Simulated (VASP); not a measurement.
Energy against volume of BaF2 (fluorite). Calculation: vdW-DF2, VASP's PBE PAW potentials (set 64) (plane waves; VASP 6.6.1). Run with 520 eV cut-off, 6×6×6 Γ-centred mesh, Gaussian smearing of 0.050 eV, potentials Ba_sv F.

| V (Å³/atom) | E (eV/atom) |
|---|---|
| 20.064 | -4.01165 |
| 20.704 | -4.02375 |
| 21.345 | -4.02803 |
| 21.985 | -4.02569 |

Problem. Fit these four points and predict the energy of the run at 22.626 Å³/atom.

Solution. A cubic in V^(−2/3), the third-order Birch-Murnaghan form, passes through the four points with V0 = 21.42 Å³/atom and B0 = 54 GPa, and gives -4.0178 eV/atom there. The run gave -4.0178 eV/atom, -0.0 meV/atom from the fit; all five points give B0 = 54 GPa.

The compound is BaF2 in the fluorite structure. It was relaxed first, which changed the volume by +8 %.
